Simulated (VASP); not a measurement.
Input:

```
WSi2
1.0
   -1.60633     1.60633     3.90270
    1.60633    -1.60633     3.90270
    1.60633     1.60633    -3.90270
Si W
2 1
Direct
  0.66532   0.66532   0.00000
  0.33468   0.33468   0.00000
  0.00000   0.00000   0.00000
```

Computed with r2SCAN meta-GGA, VASP's PBE PAW potentials (set 64) (plane waves; VASP). Run with 400 eV cut-off, 15×15×15 Γ-centred mesh, tetrahedra with Blöchl corrections, potentials Si W_sv.

Unless said otherwise, spin-orbit coupling is left out, though it shifts the bands of the heavy elements here.

Question: Tabulate the total density of states (states/eV per cell) against energy (eV; zero at the valence-band maximum or, without a gap, the Fermi level).

Answer: 
(E (eV), DOS (states/eV)): (-9.98, 0.96); (-9.38, 0.80); (-8.90, 0.70); (-8.30, 0.58); (-7.70, 0.63); (-7.22, 0.62); (-6.62, 1.20); (-6.02, 1.02); (-5.54, 0.54); (-4.94, 0.99); (-4.34, 1.26); (-3.86, 1.24); (-3.26, 1.84); (-2.66, 5.05); (-2.18, 1.66); (-1.58, 0.94); (-0.98, 0.75); (-0.50, 0.76); (0.10, 0.20); (0.70, 0.61); (1.18, 0.83); (1.78, 1.38); (2.38, 1.92); (2.86, 2.64); (3.46, 1.89)
Within 2 eV below the Fermi level the largest weight inside VASP's projection spheres is W d.

The compound is WSi2 in the MoSi2 type structure. It was relaxed first.
